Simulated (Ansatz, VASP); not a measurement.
# CuO (Tenorite): VASP beside Ansatz

One calculation is typed for both programs; each brings its own data sets and cutoff. How far apart do they land?

Program: Ansatz 0.2.0. Level of theory: plane waves, with VASP 6.6.1 beside it; single point at LDA. Results are calculated unless marked as measured.

**1. The structure**

The structure is monoclinic, space group C2/c (No. 15). Conventional cell: a = 4.684 Å, b = 3.423 Å, c = 5.129 Å, α = 90.00°, β = 99.54°, γ = 90.00°. Nearest to Cu lie 4 O at 1.92 to 1.98 Å. O has 4 Cu at 1.92 to 1.98 Å nearest. Farther neighbours and most contacts between anions are not listed.

Structure file:

```xyz
4
Lattice="2.3418 -1.7113 0.0000 2.3418 1.7113 0.0000 -0.8500 0.0000 5.0579" Properties=species:S:1:pos:R:3 pbc="T T T"
Cu    0.7459   -0.8557    2.5289
Cu    1.1709    0.8557    0.0000
O     1.7043    0.2269    3.7934
O     2.1293   -0.2269    1.2645
```

**2. VASP: single point, LDA**

With cell and atoms fixed, the geometry can't cause a difference; cores, projectors, grids and the points listed under the comparison can.

Lines of VASP's logs that name or quote its potential files are left out, and so is its time.

INCAR

```
SYSTEM = CuO
PREC = Accurate
ENCUT = 520
EDIFF = 1E-07
NELM = 100
ISMEAR = 0
SIGMA = 0.01
LREAL = .FALSE.
ALGO = Normal
GGA = CA
NBANDS = 23
LORBIT = 11
LWAVE = .FALSE.
LCHARG = .FALSE.
KPAR = 2
```

POSCAR

```
CuO
1.0
    2.3418500000     -1.7113000000      0.0000000000
    2.3418500000      1.7113000000      0.0000000000
   -0.8500274268      0.0000000000      5.0578693947
Cu O
2 2
Direct
    0.5000000000      0.0000000000      0.5000000000
    0.0000000000      0.5000000000      0.0000000000
    0.4337186125      0.5662813875      0.7500000000
    0.5662813875      0.4337186125      0.2500000000
```

KPOINTS

```
Automatic mesh
0
Gamma
9 9 5
0 0 0
```

Potentials, in the order of the species: Cu and O (PBE family, release 64).

Started as:

```bash
$ mpirun -np 2 vasp_std
```

Numbers of over 12 decimals in the logs are rounded to 6 here.

What it wrote:

```text
[banner, memory and clock lines left out]
running    2 mpi-ranks, on    1 nodes
 distrk:  each k-point on    1 cores,    2 groups
 distr:  one band on    1 cores,    1 groups

 POSCAR found type information on POSCAR CuO
 POSCAR found :  2 types and       4 ions
|                                                                             |
|               ----> ADVICE to this user running VASP <----                  |
|                                                                             |
|     You enforced a specific xc type in the INCAR file but a different       |
|     [... a line on the potential file left out ...]
|     I HOPE YOU KNOW WHAT YOU ARE DOING!                                     |
|                                                                             |

 LDA part: xc-table for (Slater(with rela. corr.)+CA(PZ))
 , standard interpolation
 POSCAR, INCAR and KPOINTS ok, starting setup
 FFT: planning ... GRIDC
 FFT: planning ... GRID_SOFT
 FFT: planning ... GRID
 WAVECAR not read
 entering main loop
       N       E                     dE             d eps       ncg     rms          rms(c)
DAV:   1     0.297798204216E+03    0.29780E+03   -0.16781E+04  5474   0.235E+03
DAV:   2     0.985075266862E+01   -0.28795E+03   -0.26916E+03  5382   0.420E+02
DAV:   3    -0.281291818323E+02   -0.37980E+02   -0.36075E+02  6996   0.171E+02
DAV:   4    -0.294254248996E+02   -0.12962E+01   -0.12924E+01  6271   0.334E+01
DAV:   5    -0.294478348245E+02   -0.22410E-01   -0.22404E-01  6940   0.386E+00    0.178E+01
DAV:   6    -0.271787405280E+02    0.22691E+01   -0.48011E+01  7777   0.176E+02    0.138E+01
DAV:   7    -0.231899255168E+02    0.39888E+01   -0.11660E+01  6275   0.128E+02    0.263E+00
DAV:   8    -0.233299975902E+02   -0.14007E+00   -0.20436E+00  5676   0.102E+01    0.168E+00
DAV:   9    -0.232796625657E+02    0.50335E-01   -0.78317E-02  8316   0.643E+00    0.453E-01
DAV:  10    -0.232766500242E+02    0.30125E-02   -0.15172E-02  6813   0.151E+00    0.384E-01
DAV:  11    -0.232747138547E+02    0.19362E-02   -0.69943E-03  8146   0.779E-01    0.716E-02
DAV:  12    -0.232747424776E+02   -0.28623E-04   -0.48506E-04  7137   0.295E-01    0.508E-02
DAV:  13    -0.232747084001E+02    0.34077E-04   -0.92078E-05  8571   0.118E-01    0.512E-03
DAV:  14    -0.232747086461E+02   -0.24597E-06   -0.73243E-06  5812   0.292E-02    0.195E-03
DAV:  15    -0.232747086585E+02   -0.12390E-07   -0.50160E-07  7148   0.800E-03
   1 F= -.23274709E+02 E0= -.23274578E+02  d E =-.260853E-03
```

OUTCAR, selected parts (step 2):

```text
ion  position               nearest neighbor table
   1  0.500  0.000  0.500-   3 1.92   4 1.92   4 1.98   3 1.98
   2  0.000  0.500  0.000-   4 1.92   3 1.92   4 1.98   3 1.98
   3  0.434  0.566  0.750-   2 1.92   1 1.92   2 1.98   1 1.98
   4  0.566  0.434  0.250-   1 1.92   2 1.92   2 1.98   1 1.98

  LATTYP: Found a base centered monoclinic cell.
 ALAT       =     4.6837000000
 B/A-ratio  =     0.7307470589
 C/A-ratio  =     1.0950317057
 COS(beta)  =    -0.1657361228

 Subroutine GETGRP returns: Found  4 space group operations
 (whereof  2 operations were pure point group operations)

The static configuration has the point symmetry S_2 .
 The point group associated with its full space group is C_2h.

 Found    115 irreducible k-points:

   k-points           NKPTS =    115   k-points in BZ     NKDIM =    115   number of bands    NBANDS=     23

   dimension x,y,z NGX =    24 NGY =   24 NGZ =   40
   dimension x,y,z NGXF=    48 NGYF=   48 NGZF=   80

   ENCUT  =  520.0 eV  38.22 Ry    6.18 a.u.   5.39  5.39  9.54*2*pi/ulx,y,z

   NELECT =      34.0000    total number of electrons

 k-points in reciprocal lattice and weights: Automatic mesh
   0.00000000  0.00000000  0.00000000       0.002
   0.11111111 -0.00000000  0.00000000       0.010
   0.22222222 -0.00000000  0.00000000       0.010
   0.33333333 -0.00000000  0.00000000       0.010
   0.44444444 -0.00000000  0.00000000       0.010
   0.11111111  0.11111111  0.00000000       0.005
   0.22222222  0.11111111  0.00000000       0.010
   0.33333333  0.11111111  0.00000000       0.010
   0.44444444  0.11111111  0.00000000       0.010
[...]
-0.11111111 -0.22222222  0.40000000       0.010
  -0.11111111 -0.11111111  0.40000000       0.005

 average (electrostatic) potential at core
       1 -65.3480       2 -65.3480       3 -70.3398       4 -70.3398

 E-fermi :   5.2700

 k-point     1 :       0.0000    0.0000    0.0000
  band No.  band energies     occupation
    ...
     12       2.6783      2.00000
     13       2.8541      2.00000
     14       3.0155      2.00000
     15       3.0897      2.00000
     16       3.6141      2.00000
     17       5.5234      0.00000
     18       6.2477      0.00000
     19       7.0845      0.00000
     20      11.3392      0.00000
     21      13.3221      0.00000
    ...

 k-point     2 :       0.1111   -0.0000    0.0000
  band No.  band energies     occupation
    ...
     12       2.8676      2.00000
     13       3.0222      2.00000
     14       3.1143      2.00000
     15       3.1308      2.00000
     16       3.6221      2.00000
     17       5.4067      0.00000
     18       6.1312      0.00000
     19       7.5424      0.00000
     20      11.8718      0.00000
     21      13.0042      0.00000
    ...

 k-point     3 :       0.2222   -0.0000    0.0000
  band No.  band energies     occupation
    ...
     13       3.0208      2.00000
     14       3.3826      2.00000
     15       3.3837      2.00000
     16       3.6339      2.00000
     17       5.2431      1.99986
     18       5.9465      0.00000
     19       8.6076      0.00000
     20      12.1144      0.00000
     21      13.1062      0.00000
     22      15.6741      0.00000
    ...

  Total       -2.2609859     -0.7979836     -2.2888598      0.0000000      0.0000000      0.4549019
  in kB      -89.3563884    -31.5370968    -90.4579925      0.0000000      0.0000000     17.9781701
  external PRESSURE =     -70.4504925 kB  Pullay stress =       0.0000000 kB

  energy-cutoff  :      520.00
  volume of cell :       40.54
      direct lattice vectors                 reciprocal lattice vectors
     2.341850000 -1.711300000  0.000000000     0.213506416 -0.292175539  0.035881968
     2.341850000  1.711300000  0.000000000     0.213506416  0.292175539  0.035881968
    -0.850027427  0.000000000  5.057869395     0.000000000  0.000000000  0.197711709

 POSITION                                       TOTAL-FORCE (eV/Angst)
 -----------------------------------------------------------------------------------
      0.74591     -0.85565      2.52893         0.000000      0.000000      0.000000
      1.17092      0.85565      0.00000         0.000000      0.000000      0.000000
      1.70433      0.22685      3.79340         0.000000     -0.164928     -0.000000
      2.12934     -0.22685      1.26447        -0.000000      0.164928      0.000000
 -----------------------------------------------------------------------------------
    total drift:                                0.000000     -0.000000     -0.000000

  FREE ENERGIE OF THE ION-ELECTRON SYSTEM (eV)
  ---------------------------------------------------
  free  energy   TOTEN  =       -23.2747086585 eV

  energy  without entropy=      -23.2744478059  energy(sigma->0) =      -23.27457823

 total charge
# of ion       s       p       d       tot
------------------------------------------
    1        0.398   0.407   9.148   9.954
    2        0.398   0.407   9.148   9.954
    3        1.563   3.359   0.000   4.923
    4        1.563   3.359   0.000   4.923
--------------------------------------------------
tot          3.922   7.533  18.297  29.752

[... 3 further parts left out ...]
```

This run has no spin polarisation, so a moment on Cu, if there is one, isn't seen. Oxides and halides of Cu are often magnetic insulators, and a metal at this level, without U or exact exchange, may be an artefact.

**3. Ansatz: single point, LDA**

Ansatz runs on its default PAW (the set named soft_2) files.

The same cell, functional (in two slightly different forms), mesh and smearing now go to Ansatz, which takes its cutoff from its data sets.

input.yaml

```yaml
crystal:
  lattice:
    - [2.34185, -1.7113, 0.0]
    - [2.34185, 1.7113, 0.0]
    - [-0.8500274268, 0.0, 5.0578693947]
  atoms:
    - { symbol: Cu, position: [0.5, 0.0, 0.5] }
    - { symbol: Cu, position: [0.0, 0.5, 0.0] }
    - { symbol: O, position: [0.4337186125, 0.5662813875, 0.75] }
    - { symbol: O, position: [0.5662813875, 0.4337186125, 0.25] }
hamiltonian:
  xc: lda
  pseudopotentials: { kind: paw }
kpoints:
  mp_grid: { grid: [9, 9, 5] }
scf:
  occupations: { method: gaussian, width: 0.01 }
  n_extra_bands: 5
output:
  forces: true
  stress: true
  eigenvalues: true
```

Started as:

```bash
$ ansatz run input.yaml --threads 2 --pin off --max-ram 4608MiB --backend cpu --events-out ev --progress --plain --runs-dir out
```

What it wrote:

```text
scf.n_extra_bands = 5 over 25 filled bands (N_el = 50.0): the run solves 30 bands
Engine: ansatz 0.2.0, aarch64-unknown-linux-gnu
Pseudopotentials: kind: paw
Pseudopotential: Cu, paw, valence charge 19, recommended cutoff 420 eV (normal), Cu.paw.azcp
Pseudopotential: O, paw, valence charge 6, recommended cutoff 420 eV (normal), O.paw.azcp
Functional definition: SPW92
  exchange = slater_x
  correlation = pw_c
Crystal: 4 atoms, lattice volume = 40.540 Å³
Basis set: ecut = 420 eV, 787 PW (Γ)
Bands: 30, of which v1, the nominal top of the filled ones, is band 25 counted from 1 (24 counted from 0)
Symmetry: 4 space group operations
Space group: C2/c (ITA 15), of the structure as read, at distance tolerance 3.4e-5 Å
k-points: 115 of 405
Non-local potential: Cu, projectors of the file, l = 0: 3, l = 1: 2, l = 2: 3, l = 3: 1
Non-local potential: O, projectors of the file, l = 0: 2, l = 1: 2, l = 2: 1
PAW form: soft (Blöchl's): semilocal exchange-correlation on the pseudo side does not see the compensation charge
PAW frozen core: Cu, regenerated for the run's functional, and the local potential with it (the file was generated under x = pbe(κ = 0.804, μ = 0.219515), c = pbe(β = 0.066725))
PAW frozen core: O, regenerated for the run's functional, and the local potential with it (the file was generated under x = pbe(κ = 0.804, μ = 0.219515), c = pbe(β = 0.066725))
PAW one-centre angular grid: Cu, 590 points (default); XC on 64 Gauss nodes
PAW one-centre angular grid: O, 110 points (default); XC on 64 Gauss nodes
Initial density: superposition of atomic densities (neutral atoms: chi_scale 0, normalization atom), corrected by the library's trained network
Initial wavefunctions: pseudopotential atomic-orbital guess
Functional: x = slater, c = lda
SCF iter   1: F=—  HF=-14219.215752 eV  |F-HF|=—  |Δ(HF+E_count)|=         —  Δρ=2.34e-2  dr2=1.44e-1  ethr=1.77e-3  ⟨swp⟩=5.0  Hψ=12286  notcnv=0
preconditioner: auto → Kerker (q_TF=auto, 2.825 Å⁻¹)  [metal: Δε(μ)=0.003 eV  Ē_g=11.088 eV  σ=0.010 eV  W_gap=0.15  n_scr=20 (ndim 8)  ℏωp=34.0 eV  f_vac=0.000  D(μ)=4.68/eV (n_scr^D=68)]
SCF iter   2: F=—  HF=-14219.176604 eV  |F-HF|=—  |Δ(HF+E_count)|=   3.91e-2  Δρ=8.93e-3  dr2=3.14e-2  ethr=2.87e-4  ⟨swp⟩=2.1  Hψ=6118  notcnv=0  defer=102
SCF iter   3: F=—  HF=-14219.169758 eV  |F-HF|=—  |Δ(HF+E_count)|=   6.85e-3  Δρ=3.72e-3  dr2=4.81e-3  ethr=6.28e-5  ⟨swp⟩=2.6  Hψ=5541  notcnv=0  defer=102
SCF iter   4: F=—  HF=-14219.168402 eV  |F-HF|=—  |Δ(HF+E_count)|=   1.36e-3  Δρ=1.07e-3  dr2=3.44e-4  ethr=9.61e-6  ⟨swp⟩=2.0  Hψ=5484  notcnv=0  defer=102
SCF iter   5: F=—  HF=-14219.168322 eV  |F-HF|=—  |Δ(HF+E_count)|=   7.96e-5  Δρ=2.51e-4  dr2=2.69e-5  ethr=6.88e-7  ⟨swp⟩=2.8  Hψ=5498  notcnv=0  defer=102
SCF iter   6: F=—  HF=-14219.168316 eV  |F-HF|=—  |Δ(HF+E_count)|=   6.25e-6  Δρ=5.65e-5  dr2=9.34e-7  ethr=5.38e-8  ⟨swp⟩=2.6  Hψ=5100  notcnv=0  defer=102
SCF iter   7: F=—  HF=-14219.168316 eV  |F-HF|=—  |Δ(HF+E_count)|=   1.89e-8  Δρ=3.08e-5  dr2=3.80e-7  ethr=2.00e-10  ⟨swp⟩=7.5  Hψ=14931  notcnv=0
SCF iter   8: F=-14219.168315 eV  HF=-14219.168316 eV  |F-HF|=3.79e-8  |Δ(HF+E_count)|=   9.03e-8  Δρ=8.52e-6  dr2=2.75e-8  ethr=2.00e-10  ⟨swp⟩=3.0  Hψ=13090  notcnv=0
SCF 1 converged in 8 iterations: F = -14219.168315 eV  dr2 = 2.75e-8
  greatest PAW one-centre occupation: 1.000 electrons in one spin orbital (limit 2), on the Cu atom at site 1 (counted from 0), in its partial waves of l = 0
SCF converged after 8 iterations
Free energy (F): -14219.168315 eV
Harris-Foulkes:  -14219.168316 eV  (|F-HF|=3.79e-8)
Internal energy: -14219.168065 eV  (E = F + TS)
E sigma→0 (E₀):  -14219.168190 eV
Entropy (-TS):   -0.000251 eV (-0.063 meV/atom)
Fermi energy:    11.789532 eV
--- Per-component energies (eV) ---
  E_band       = -869.095347
  E_kinetic    = 941.261188
  E_local      = -9682.014989  (includes V_loc(G=0)·N_el)
  E_nonlocal   = 889.395296
  E_hartree    = 4183.103128
  E_xc         = -320.332565
  E_vxc        = -413.814251  (∫ρ·V_xc dr)
  E_paw        = -3476.763328  (= ΣΔE_a)
  E_vpaw       = -970.147863  (= ΣTr[D̂ρ^β])
  E_aug_tail   = 0.005427  (compensation charges beyond the density's cutoff)
  E_ewald      = -6754.915385
  E_core_change = 1.093163  (= ΣΔE_core)
  E_smearing   = -0.000251  (= −TS)
  E_closure    = -0.000000  (closes the sum)
  Σ components = -14219.168315   (vs F -14219.168315, Δ=0.00e0)
--- Forces (eV/Å), atoms counted from 1 ---
  atom   1  Cu     0.00000000     0.00000000     0.00000000
  atom   2  Cu     0.00000000     0.00000000    -0.00000000
  atom   3  O      0.00000000    -0.22439766    -0.00000000
  atom   4  O      0.00000000     0.22439766     0.00000000
  max |Σ_I F_I| component: 2.78e-17 eV/Å
--- Stress (GPa, compression-positive) ---
      -10.253684      -0.000000       1.666311
       -0.000000      -3.868037      -0.000000
        1.666292      -0.000000     -10.557526
  P = ⅓ Tr σ = -8.2264 GPa (-82.264 kbar)
--- Band table (eV; the first three rows and the last of 115) ---
  k-point 0: bands = [... 21 lower, 9.5406, 9.6160, 10.1343, 12.0312, 12.7671, 13.5565, 17.8053, 19.7867, ... 1 higher]
  k-point 1: bands = [... 21 lower, 9.6944, 9.8703, 10.0227, 11.9948, 12.6017, 14.0689, 17.2269, 20.6629, ... 1 higher]
  k-point 2: bands = [... 21 lower, 9.7078, 10.1497, 10.2677, 11.9438, 12.2138, 15.1396, 16.2406, 22.4201, ... 1 higher]
  k-point 114: bands = [... 21 lower, 10.0411, 10.4185, 10.4926, 11.1025, 11.7970, 16.4472, 17.5142, 20.2895, ... 1 higher]
```

Wall time 7.1 s (2 threads of Arm Neoverse N1, shared host); peak memory 0.38 GiB.

Reading the cycles: dr2 is the Hartree energy of the density residual (eV), the measure of convergence; HF is the Harris–Foulkes estimate of the energy, which meets the free energy F at convergence.

The run ends at a pressure of -8.23 GPa, with forces up to 0.22 eV/Å.

**4. Comparison**

Known differences besides the potentials themselves: the two LDA forms differ slightly; the data sets hold 50 valence electrons in Ansatz (default PAW (the set named soft_2) files) and 34 in VASP; the cutoff is 420 eV in Ansatz and 520 eV in VASP; Ansatz makes its cores anew for this functional, VASP keeps those of its PBE data sets; VASP's log shows a relativistic correction to its local exchange, Ansatz's none. Total energies have different zeros and are not compared.

The two programs side by side:

```tsv
quantity	Ansatz	VASP	difference
pressure (GPa)	-8.23	-7.05	-1.18
pressure without Ansatz's Pulay correction (GPa)	-9.16	-7.05	-2.12
```

Forces (eV/Å; atoms numbered as in POSCAR):

```tsv
atom	Ansatz x, y, z	VASP x, y, z
Cu1	0.000, 0.000, 0.000	0.000, 0.000, 0.000
Cu2	0.000, 0.000, 0.000	0.000, 0.000, 0.000
O3	0.000, -0.224, 0.000	0.000, -0.165, 0.000
O4	0.000, 0.224, 0.000	0.000, 0.165, 0.000
```

The forces differ by 24 meV/Å r.m.s., which is 36.1 % of the r.m.s. force of 0.07 eV/Å (both taken over all components). Ansatz's pressure holds a Pulay correction of 0.94 GPa; VASP's holds none.

**5. Further runs**

Further runs change the set-up of one program: Ansatz's method, potentials or start, or VASP's data sets, cutoff or form of LDA. The table gives Ansatz less VASP for each quantity, since a change that brings one quantity closer may part another.

```tsv
run	r.m.s. force difference (meV/Å)	pressure (GPa)	pressure without Ansatz's Pulay correction (GPa)
as above	24	-1.2	-2.1
cores kept as stored	23	-1.1	-2.0
Ansatz's larger PAW set (cutoff 1050 eV)	20	-1.0	-1.1
norm-conserving potentials (cutoff 1252 eV)	26	-1.3
```

**6. Results**

```
r.m.s. force difference (single point, LDA) : 24 meV/Å
difference in pressure (single point, LDA)  : -1.2 GPa
```

**Reading.** The r.m.s. force difference is 24 meV/Å (single point, LDA), beyond the 12 meV/Å picked in this series as the mark of a large difference. By the marks of this series, far apart in the single point, LDA pair: the r.m.s. force difference, 24 meV/Å and the difference in pressure, -1.2 GPa. Single point, LDA, Ansatz's larger PAW set (cutoff 1050 eV): the difference in pressure without Ansatz's Pulay correction goes from -2.1 to -1.1 GPa. 1 further run of this series is not shown here. How closely two codes agree says nothing of how well the functional describes the real material.

[Lines on the potential files, build, host, timing and source positions are cut from VASP's logs without a mark.]

[Logs are printed without paths, hosts, clocks, repeated set-up lines and the standing remarks that a program may print on its own settings, such as how far it seeks lower states.]

[Hosts, paths, dates, database ids (printed as entryN), source tags and the programs' standing remarks are cut or masked in the printed files.]
